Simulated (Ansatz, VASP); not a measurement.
# ScBPd3 in VASP and in Ansatz

File INCAR:

```
SYSTEM = ScBPd3
PREC = Accurate
ENCUT = 520
EDIFF = 1E-7
ISMEAR = -1
SIGMA = 0.05
LREAL = .FALSE.
LASPH = .TRUE.
NELM = 60
ALGO = Normal
ISIF = 2
LWAVE = .FALSE.
LCHARG = .FALSE.
GGA = PE
NBANDS = 30
```

File KPOINTS:

```
regular mesh
0
G
  6 6 6
  0 0 0
```

Contents of POSCAR:

```
ScBPd3
1.0
    4.2349570000      0.0000000000      0.0000000000
    0.0000000000      4.2349570000      0.0000000000
    0.0000000000      0.0000000000      4.2349570000
Pd Sc B
3 1 1
Direct
    0.5000000000      0.0000000000      0.5000000000
    0.5000000000      0.5000000000      0.0000000000
    0.0000000000      0.5000000000      0.5000000000
    0.0000000000      0.0000000000      0.0000000000
    0.5000000000      0.5000000000      0.5000000000
```

The input input.yaml:

```yaml
crystal:
  lattice:
    - [4.234957, 0.0, 0.0]
    - [0.0, 4.234957, 0.0]
    - [0.0, 0.0, 4.234957]
  atoms:
    - { symbol: Pd, position: [0.5, 0.0, 0.5] }
    - { symbol: Pd, position: [0.5, 0.5, 0.0] }
    - { symbol: Pd, position: [0.0, 0.5, 0.5] }
    - { symbol: Sc, position: [0.0, 0.0, 0.0] }
    - { symbol: B, position: [0.5, 0.5, 0.5] }
hamiltonian:
  xc: pbe
  pseudopotentials: { kind: paw }
kpoints:
  mp_grid: { grid: [6, 6, 6] }
scf:
  occupations: { method: fermi_dirac, width: 0.05 }
output:
  forces: true
  stress: true
  eigenvalues: true
```

The cell comes from a database or a generator and needn't be the stable form of this composition.

Alike in both runs: task single point; functional PBE; k mesh 6 × 6 × 6; occupations fermi-dirac, width 0.05 eV; no spin polarisation.

|  | VASP | Ansatz |
| --- | --- | --- |
| version | VASP 6.6.1 | Ansatz 0.2.0 |
| potentials or method | VASP PAW PBE potentials, release 64 (Pd, Sc_sv, B) | Ansatz PAW |
| plane-wave cutoff (eV) | 520 | 420 |
| valence electrons in the cell | 44 | 68 |

Ansatz gave:

| Item | Value |
| --- | --- |
| gap on the k mesh at the Fermi level (eV) | none |
| pressure (GPa) | -0.9 |

Task: Estimate VASP's values.

Result: gap on the k mesh at the Fermi level (eV): none; pressure (GPa): -0.8.

A gap of «none» marks a metal or a gap that the smearing closes. The two sets of potentials don't hold the same shells in valence.
